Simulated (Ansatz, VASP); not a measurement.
## One calculation of MoW2, two programs

```
Mo W
1.0
     4.49471    0.00000    0.00000
    -2.24735    3.89253    0.00000
     0.00000    0.00000    2.74829
Mo W
1 2
Cartesian
  0.0000 0.0000 0.0000
  2.2474 1.2975 0.9095
  0.0000 2.5950 1.8388
```

Change from the starting cell: the structure that the rattled cell fell into.

Alike in both runs: task single point; functional PBE; k mesh 6 × 6 × 6; occupations gaussian, width 0.1 eV; no spin polarisation.

|  | VASP | Ansatz |
| --- | --- | --- |
| version | VASP 6.6.1 | Ansatz 0.2.0 |
| potentials or method | VASP PAW PBE potentials, release 64 (Mo_sv, W_sv) | scalar-relativistic, plane waves, PAW |
| plane-wave cutoff (eV) | 520 | 420 |
| valence electrons in the cell | 42 | 42 |

VASP gave:

| Property | Result |
| --- | --- |
| gap on the k mesh at the Fermi level (eV) | none |
| pressure (GPa) | 0.3 |
| largest component of the traceless stress (GPa) | 1.26 |
| rms of the force components (eV/Å) | 0.002 |

Question: What did Ansatz give for the same quantities?

Answer: gap on the k mesh at the Fermi level (eV): none; pressure (GPa): -0.2; largest component of the traceless stress (GPa): 1.26; rms of the force components (eV/Å): 0.003.

Atom by atom the forces differ by 0.001 eV/Å (rms over components). A gap of «none» marks a metal or a gap that the smearing closes.

Caveats: the k mesh is coarse (spacing up to 0.38 Å⁻¹), so the values aren't converged. Spin-orbit coupling is left out, which matters for the levels of W.
